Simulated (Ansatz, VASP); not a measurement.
# Cross-check of K6Ca4Ti2Zn3Si15O44 (glassy 56SiO2-11K2O-15CaO-11ZnO-7TiO2 (mol %)) between VASP and Ansatz, part 2 of 3

Wanted: the spread between two codes on one cell, functional and k mesh. Of the first pair: The structure shown is the start of the Ansatz relaxation below; VASP solves that cell, so the two are compared at the walk's first step.

VASP 6.6.1 and Ansatz 0.2.0.

So far: Set-up; Ansatz: relaxation, PBE.

### Step 3. VASP: single point, PBE, start cell, pair 1

Level of this step: PBE, no spin polarisation; plane waves and PAW (Si, K_sv, Ca_sv, Zn, Ti_sv, O) (VASP).

The same cell, functional, mesh and smearing now go to VASP, with its own data sets.

Lines of VASP's logs that name or quote its potential files are left out, and so is its time.

Contents of INCAR:

```
SYSTEM = K6Ca4Ti2Zn3Si15O44
PREC = Accurate
ENCUT = 520
EDIFF = 1E-06
NELM = 120
ISMEAR = 0
SIGMA = 0.05
LREAL = Auto
ALGO = Normal
GGA = PE
NBANDS = 296
LASPH = .TRUE.
LORBIT = 11
LWAVE = .FALSE.
LCHARG = .FALSE.
ISIF = 2
GGA_COMPAT = .FALSE.
EFERMI = MIDGAP
NCORE = 2
```

Contents of POSCAR:

```
K6Ca4Ti2Zn3Si15O44
1.0
   10.2068800000      0.0000000000      0.0000000000
    0.0000000000     10.2068800000      0.0000000000
    0.0000000000      0.0000000000     10.2068800000
Si K Ca Zn Ti O
15 6 4 3 2 44
Direct
    0.4419959870      0.7370616682      0.3599434891
    0.1668286489      0.6463875347      0.3139255091
    0.4716818460      0.1361532613      0.5095386641
    0.9949465459      0.1212417507      0.6435071246
    0.1378971831      0.2784984246      0.8634861975
    0.7351120029      0.7331427429      0.6822163090
    0.8343000016      0.4968609409      0.0394831721
    0.2158544041      0.0497997429      0.0463412914
    0.1382204944      0.5372846551      0.5995563777
    0.0913991347      0.5770421520      0.8989818632
    0.4577598639      0.8630355211      0.6287229790
    0.3853185302      0.3634117380      0.7011447181
    0.5782276269      0.5318961328      0.8553348330
    0.8727446585      0.9371717900      0.8637801169
    0.6082563918      0.8827771072      0.1455194927
    0.1641931717      0.8668466760      0.7324667283
    0.8357891932      0.3952921951      0.6879183453
    0.1895388209      0.2720517925      0.3625789663
    0.3559755773      0.4409378772      0.1218785760
    0.4756399605      0.0741362689      0.8714220212
    0.7708917906      0.9135308733      0.4010824072
    0.6839504334      0.2161875127      0.0532875864
    0.8885869139      0.5691259229      0.3961053721
    0.9400424028      0.1249745270      0.0833751352
    0.1951428840      0.9517208001      0.3725624285
    0.4685173138      0.1647516185      0.2099760162
    0.6316229837      0.4744544856      0.3005815685
    0.9365153700      0.7863127616      0.1151282272
    0.3653320113      0.7603596790      0.9445785588
    0.7726846989      0.2323824714      0.4204712900
    0.1205755334      0.1433444892      0.9510937720
    0.4321007007      0.2701903030      0.5791681689
    0.2828190397      0.4765217187      0.6532946405
    0.6087462574      0.8204759927      0.6265675701
    0.2972406847      0.7279305723      0.2840535012
    0.7842651231      0.0423537849      0.9325768501
    0.1348698133      0.4221368332      0.9178710830
    0.8306651984      0.7168106219      0.5690671390
    0.5605728685      0.3310414152      0.2034608029
    0.4509703259      0.0166848244      0.6095398398
    0.6266753406      0.1471752387      0.4671652846
    0.2024418823      0.6714294672      0.9523870174
    0.3344704748      0.1540921418      0.0681403132
    0.7894381045      0.8166746351      0.8063384697
    0.1348894079      0.0281476808      0.1753523114
    0.1641539824      0.6377365071      0.4802446977
    0.6978430235      0.4964396564      0.9535137084
    0.8360341260      0.1770668412      0.2697004374
    0.5035133165      0.5998796890      0.3650282946
    0.8807294688      0.3467661029      0.0161753641
    0.1188708009      0.0753707303      0.5586623924
    0.9810245638      0.8871956955      0.9549833054
    0.6550483595      0.6122145063      0.7401674165
    0.7410589720      0.3956938849      0.4435047733
    0.5419971627      0.8300577650      0.2885798599
    0.8799750756      0.1697090590      0.5460728450
    0.7623877228      0.8485159030      0.1488799712
    0.7994607559      0.5386758735      0.1826807016
    0.2801541705      0.9229166993      0.9806620632
    0.9502610004      0.5846546643      0.9796725346
    0.4627760883      0.6072276739      0.9130801969
    0.1479100372      0.5051102786      0.2545341965
    0.5067562272      0.4086361356      0.7922597307
    0.0389541172      0.4445726804      0.5346099886
    0.5138788739      0.8225040365      0.0369162761
    0.3887769818      0.1083778785      0.3750999326
    0.5829793238      0.0384250623      0.1492522691
    0.3877776559      0.8037225871      0.4945193830
    0.0417659461      0.7285086138      0.2743541611
    0.0843058800      0.6038476008      0.7426657313
    0.2903433762      0.2703470600      0.7994313639
    0.3930388130      0.8164590943      0.7607025849
    0.9376420610      0.0102577869      0.7339069334
    0.0425105419      0.2444429640      0.7459184393
```

Contents of KPOINTS:

```
Automatic mesh
0
Gamma
1 1 1
0 0 0
```

PAW data sets: Si, K_sv, Ca_sv, Zn, Ti_sv and O (PBE family, release 64).

Command:

```sh
> mpirun -np 8 vasp_gam
```

Numbers of over 12 decimals in the logs are rounded to 6 here.

The log of the run:

```text
[banner, memory and clock lines left out]
running    8 mpi-ranks, on    1 nodes
[...]
LDA part: xc-table for (Slater+PW92), standard interpolation
 POSCAR, INCAR and KPOINTS ok, starting setup
[...]
entering main loop
       N       E                     dE             d eps       ncg     rms          rms(c)
DAV:   1     0.690869412132E+04    0.69087E+04   -0.25900E+05   592   0.175E+03
DAV:   2     0.465871722049E+03   -0.64428E+04   -0.60600E+04   680   0.507E+02
DAV:   3    -0.532161849607E+03   -0.99803E+03   -0.97730E+03   664   0.214E+02
DAV:   4    -0.605519697986E+03   -0.73358E+02   -0.72848E+02   776   0.604E+01
[...]
DAV:  19    -0.517903353444E+03    0.70426E-06   -0.18354E-05   776   0.183E-02    0.781E-03
DAV:  20    -0.517903353620E+03   -0.17633E-06   -0.11140E-05   808   0.121E-02    0.426E-03
DAV:  21    -0.517903353775E+03   -0.15511E-06   -0.16262E-06   448   0.571E-03
   1 F= -.51790335E+03 E0= -.51790335E+03  d E =0.000000E+00
```

From OUTCAR (step 3):

```text
  Total       40.9155225     50.7889354     24.3040997     -3.2715149     -2.7491245      0.2901053
  in kB       61.6480944     76.5245290     36.6193890     -4.9292456     -4.1421513      0.4371065
  external PRESSURE =      58.2640041 kB  Pullay stress =       0.0000000 kB

 POSITION                                       TOTAL-FORCE (eV/Angst)
 -----------------------------------------------------------------------------------
      4.51140      7.52310      3.67390        -0.908943     -0.491281     -0.313302
      1.70280      6.59760      3.20420        -0.557499     -2.985425      0.939812
      4.81440      1.38970      5.20080         1.066813     -0.238420     -2.748694
     10.15530      1.23750      6.56820         1.659005      1.397307     -0.518644
      1.40750      2.84260      8.81350         2.403786     -2.097211     -1.539095
      7.50320      7.48310      6.96330        -2.160142      2.290557      1.515075
      8.51560      5.07140      0.40300        -0.278759     -3.063867     -0.172181
      2.20320      0.50830      0.47300         2.248636      1.832787      0.029820
      1.41080      5.48400      6.11960         1.592521      0.112974      1.243557
      0.93290      5.88980      9.17580        -0.548555     -1.358624      0.303781
      4.67230      8.80890      6.41730         1.886919     -2.268415     -1.476843
      3.93290      3.70930      7.15650        -3.147083     -0.874898      0.280514
      5.90190      5.42900      8.73030         3.609429      1.217023     -0.930084
      8.90800      9.56560      8.81650        -2.065895      0.720569     -2.607955
[...]
-----------------------------------------------------------------------------------
    total drift:                               -0.012530     -0.044394      0.009012

  FREE ENERGIE OF THE ION-ELECTRON SYSTEM (eV)
  ---------------------------------------------------
  free  energy   TOTEN  =      -517.9033537752 eV

  energy  without entropy=     -517.9033537752  energy(sigma->0) =     -517.90335378

[... 3 further parts left out ...]
[key lines of the parts left out:]
E-fermi :   2.7641
```

This run has no spin polarisation, so a moment on Ti, if there is one, isn't seen.

### Step 4. Comparison

Known differences besides the potentials themselves: the cutoff is 420 eV in Ansatz and 520 eV in VASP (PREC = Accurate, projectors in real space). Total energies have different zeros and are not compared.

Forces on 10 of the 74 atoms, those with the largest forces and the largest differences (eV/Å; atoms numbered as in POSCAR):

```
atom          Ansatz x, y, z            VASP x, y, z
 Si5   2.382, -2.087, -1.570   2.404, -2.097, -1.539
 Si6    -2.113, 2.276, 1.481    -2.160, 2.291, 1.515
 Si9     1.518, 0.057, 1.155     1.593, 0.113, 1.244
Si13    3.581, 1.249, -0.921    3.609, 1.217, -0.930
 O38   2.209, -1.379, -2.871   2.271, -1.393, -2.930
 O52    3.008, -1.338, 2.848    3.076, -1.342, 2.846
 O61    -2.866, 1.601, 2.033    -2.893, 1.607, 2.048
 O62   0.682, -0.792, -0.112   0.665, -0.896, -0.156
 O64  -2.228, -1.901, -0.450  -2.296, -1.982, -0.495
 O69   -2.555, 2.733, -0.531   -2.589, 2.767, -0.536
```

The forces differ by 29 meV/Å r.m.s., which is 2.3 % of the r.m.s. force of 1.284 eV/Å (both taken over all components).

### Step 5. Ansatz: relaxation, PBE

This run makes the geometry at which the two programs are then compared. The cell compared in this pair holds 1071.10 Å³, against 1063.36 Å³ for the pair before.

The structure compared here is the end of the Ansatz relaxation.

Contents of input.yaml:

```yaml
crystal:
  lattice:
    - [10.20688, 0.0, 0.0]
    - [0.0, 10.20688, 0.0]
    - [0.0, 0.0, 10.20688]
  atoms:
    - { symbol: Si, position: [0.442, 0.73706, 0.35994] }
    - { symbol: Si, position: [0.16683, 0.64639, 0.31393] }
    - { symbol: Si, position: [0.47168, 0.13615, 0.50954] }
    - { symbol: Si, position: [0.99495, 0.12124, 0.64351] }
    - { symbol: Si, position: [0.1379, 0.2785, 0.86349] }
    - { symbol: Si, position: [0.73511, 0.73314, 0.68222] }
    - { symbol: Si, position: [0.8343, 0.49686, 0.03948] }
    - { symbol: Si, position: [0.21585, 0.0498, 0.04634] }
    - { symbol: Si, position: [0.13822, 0.53728, 0.59956] }
    - { symbol: Si, position: [0.0914, 0.57704, 0.89898] }
    - { symbol: Si, position: [0.45776, 0.86304, 0.62872] }
    - { symbol: Si, position: [0.38532, 0.36341, 0.70114] }
    - { symbol: Si, position: [0.57823, 0.5319, 0.85533] }
    - { symbol: Si, position: [0.87274, 0.93717, 0.86378] }
    - { symbol: Si, position: [0.60826, 0.88278, 0.14552] }
    - { symbol: K, position: [0.16419, 0.86685, 0.73247] }
    - { symbol: K, position: [0.83579, 0.39529, 0.68792] }
    - { symbol: K, position: [0.18954, 0.27205, 0.36258] }
    - { symbol: K, position: [0.35598, 0.44094, 0.12188] }
    - { symbol: K, position: [0.47564, 0.07414, 0.87142] }
    - { symbol: K, position: [0.77089, 0.91353, 0.40108] }
    - { symbol: Ca, position: [0.68395, 0.21619, 0.05329] }
    - { symbol: Ca, position: [0.88859, 0.56913, 0.39611] }
    - { symbol: Ca, position: [0.94004, 0.12497, 0.08338] }
    - { symbol: Ca, position: [0.19514, 0.95172, 0.37256] }
    - { symbol: Zn, position: [0.46852, 0.16475, 0.20998] }
    - { symbol: Zn, position: [0.63162, 0.47445, 0.30058] }
    - { symbol: Zn, position: [0.93652, 0.78631, 0.11513] }
    - { symbol: Ti, position: [0.36533, 0.76036, 0.94458] }
    - { symbol: Ti, position: [0.77268, 0.23238, 0.42047] }
    - { symbol: O, position: [0.12058, 0.14334, 0.95109] }
    - { symbol: O, position: [0.4321, 0.27019, 0.57917] }
    - { symbol: O, position: [0.28282, 0.47652, 0.65329] }
    - { symbol: O, position: [0.60875, 0.82048, 0.62657] }
    - { symbol: O, position: [0.29724, 0.72793, 0.28405] }
    - { symbol: O, position: [0.78427, 0.04235, 0.93258] }
    - { symbol: O, position: [0.13487, 0.42214, 0.91787] }
    - { symbol: O, position: [0.83067, 0.71681, 0.56907] }
    - { symbol: O, position: [0.56057, 0.33104, 0.20346] }
    - { symbol: O, position: [0.45097, 0.01668, 0.60954] }
    - { symbol: O, position: [0.62668, 0.14718, 0.46717] }
    - { symbol: O, position: [0.20244, 0.67143, 0.95239] }
    - { symbol: O, position: [0.33447, 0.15409, 0.06814] }
    - { symbol: O, position: [0.78944, 0.81667, 0.80634] }
    - { symbol: O, position: [0.13489, 0.02815, 0.17535] }
    - { symbol: O, position: [0.16415, 0.63774, 0.48024] }
    - { symbol: O, position: [0.69784, 0.49644, 0.95351] }
    - { symbol: O, position: [0.83603, 0.17707, 0.2697] }
    - { symbol: O, position: [0.50351, 0.59988, 0.36503] }
    - { symbol: O, position: [0.88073, 0.34677, 0.01618] }
    - { symbol: O, position: [0.11887, 0.07537, 0.55866] }
    - { symbol: O, position: [0.98102, 0.8872, 0.95498] }
    - { symbol: O, position: [0.65505, 0.61221, 0.74017] }
    - { symbol: O, position: [0.74106, 0.39569, 0.4435] }
    - { symbol: O, position: [0.542, 0.83006, 0.28858] }
    - { symbol: O, position: [0.87998, 0.16971, 0.54607] }
    - { symbol: O, position: [0.76239, 0.84852, 0.14888] }
    - { symbol: O, position: [0.79946, 0.53868, 0.18268] }
    - { symbol: O, position: [0.28015, 0.92292, 0.98066] }
    - { symbol: O, position: [0.95026, 0.58465, 0.97967] }
    - { symbol: O, position: [0.46278, 0.60723, 0.91308] }
    - { symbol: O, position: [0.14791, 0.50511, 0.25453] }
    - { symbol: O, position: [0.50676, 0.40864, 0.79226] }
    - { symbol: O, position: [0.03895, 0.44457, 0.53461] }
    - { symbol: O, position: [0.51388, 0.8225, 0.03692] }
    - { symbol: O, position: [0.38878, 0.10838, 0.3751] }
    - { symbol: O, position: [0.58298, 0.03843, 0.14925] }
    - { symbol: O, position: [0.38778, 0.80372, 0.49452] }
    - { symbol: O, position: [0.04177, 0.72851, 0.27435] }
    - { symbol: O, position: [0.08431, 0.60385, 0.74267] }
    - { symbol: O, position: [0.29034, 0.27035, 0.79943] }
    - { symbol: O, position: [0.39304, 0.81646, 0.7607] }
    - { symbol: O, position: [0.93764, 0.01026, 0.73391] }
    - { symbol: O, position: [0.04251, 0.24444, 0.74592] }
kpoints:
  mp_grid: { grid: [1, 1, 1] }
hamiltonian:
  xc: pbe
scf:
  occupations: { method: gaussian, width: 0.05 }
output:
  forces: true
relax:
  f_tol: 0.05
  max_steps: 150
  cell: {}
```

Command:

```sh
> ansatz run input.yaml --threads 4 --pin off --max-ram 8192MiB --backend cpu --events-out ev --progress --plain --runs-dir out
```

The log of the run:

```text
[...]
Crystal: 74 atoms, lattice volume = 1063.357 Å³
Basis set: ecut = 420 eV, 20719 PW (Γ), exchange–correlation on 144×144×144 points (8 copies of the dense FFT grid, shifted against one another)
Bands: 313, of which v1, the nominal top of the filled ones, is band 239 counted from 1 (238 counted from 0)
Symmetry: 1 space group operations
[...]
k-points: 1
[...]
- { symbol: O, position: [0.287175, 0.481066, 0.637572] }
    - { symbol: O, position: [0.620695, 0.837214, 0.612231] }
    - { symbol: O, position: [0.288895, 0.737599, 0.281512] }
    - { symbol: O, position: [0.776773, 0.073225, 0.924108] }
    - { symbol: O, position: [0.136623, 0.409959, 0.911753] }
    - { symbol: O, position: [0.830614, 0.692947, 0.568307] }
[...]
- { symbol: O, position: [0.303099, 0.263900, 0.783643] }
    - { symbol: O, position: [0.404355, 0.812993, 0.765335] }
    - { symbol: O, position: [0.937794, -0.000365115, 0.728924] }
    - { symbol: O, position: [0.048353, 0.235642, 0.726429] }
[key lines of the parts left out:]
P = ⅓ Tr σ = -0.0157 GPa (-0.157 kbar)
```

(Continued in part 3 of 3.)

[Lines on the potential files, build, host, timing and source positions are cut from VASP's logs without a mark.]

[Logs are printed without paths, hosts, clocks, repeated set-up lines and the standing remarks that a program may print on its own settings, such as how far it seeks lower states.]

[Hosts, paths, dates, database ids (printed as entryN), source tags and the programs' standing remarks are cut or masked in the printed files.]
